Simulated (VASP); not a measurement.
A convergence study with VASP on Ta (space group Im-3m): one setting is varied, all else stays as given below, so the limit is that of these other settings. Each run relaxes cell and ions from the cell shown. The basis is that of the starting cell, so low cut-offs carry a Pulay error.

```yaml
crystal:
  lattice:
    - [-1.65825, 1.65825, 1.65825]
    - [1.65825, -1.65825, 1.65825]
    - [1.65825, 1.65825, -1.65825]
  atoms:
    - { symbol: Ta, position: [0.00000, 0.00000, 0.00000] }
```

Level of theory: PBE GGA, VASP's PBE PAW potentials (set 64) (plane waves; VASP 6.6.1). The tightest run used: 600 eV cut-off, 14×14×14 Γ-centred mesh, Gaussian smearing of 0.10 eV, potentials Ta_pv.

```json
[
 {"setting": "ENCUT = 150", "relaxed volume (Å³/atom)": "15.994", "E (eV/atom)": "-12.2763", "plane waves": "83"},
 {"setting": "ENCUT = 180", "relaxed volume (Å³/atom)": "17.466", "E (eV/atom)": "-11.8701", "plane waves": "116"},
 {"setting": "ENCUT = 210", "relaxed volume (Å³/atom)": "18.107", "E (eV/atom)": "-11.8202", "plane waves": "140"}
]
```

**Question.** These are the cheaper rows. Estimate the results at ENCUT = 600, and how far the last row shown lies from them.

**Answer.** 
```
quantity                  tightest run  last row shown is off by
------------------------  ------------  ------------------------
relaxed volume (Å³/atom)        18.288                    -0.181
E (eV/atom)                   -11.8197                   -0.0005
```

Left out are rungs that failed or repeat a setting and relaxations that didn't move; long series are thinned to 24 rows.

The structure is a typed Ta crystal (space group no. 229).
